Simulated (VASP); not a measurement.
A cell of Li₂O (antifluorite) near equilibrium:

```yaml
crystal:
  lattice:
    - [0.00000, 2.29114, 2.29114]
    - [2.29114, 0.00000, 2.29114]
    - [2.29114, 2.29114, 0.00000]
  atoms:
    - { symbol: Li, position: [0.25000, 0.25000, 0.25000] }
    - { symbol: Li, position: [0.75000, 0.75000, 0.75000] }
    - { symbol: O, position: [0.00000, 0.00000, 0.00000] }
```

All values below come from r2SCAN meta-GGA, VASP's PBE PAW potentials (set 64) (plane waves; VASP).

| run | ΔE (meV/atom) | σxx | σyy | σzz | largest shear component, with its sign (GPa) | largest force (eV/Å) | gap (eV) |
|---|---|---|---|---|---|---|---|
| as it is | 0.0 | -0.76 | -0.76 | -0.76 | 0.00 | 0.000 | 5.72 |
| after one change | 0.6 | -0.74 | -0.76 | -0.74 | 1.23 | 0.006 | 5.69 |
Stress is in GPa, positive when the cell is compressed; gaps are those on the k-mesh, and 0.00 means metallic.

### Question
Name the change that produced these shifts.
A) shear strain γ_xz = -2.0 %
B) atom 2 (Li) moved by -0.100 Å along z
C) isotropic strain of -4.0 %
D) isotropic strain of -3.0 %

### Answer
A, shear strain γ_xz = -2.0 %

The compound is Li2O in the antifluorite structure.
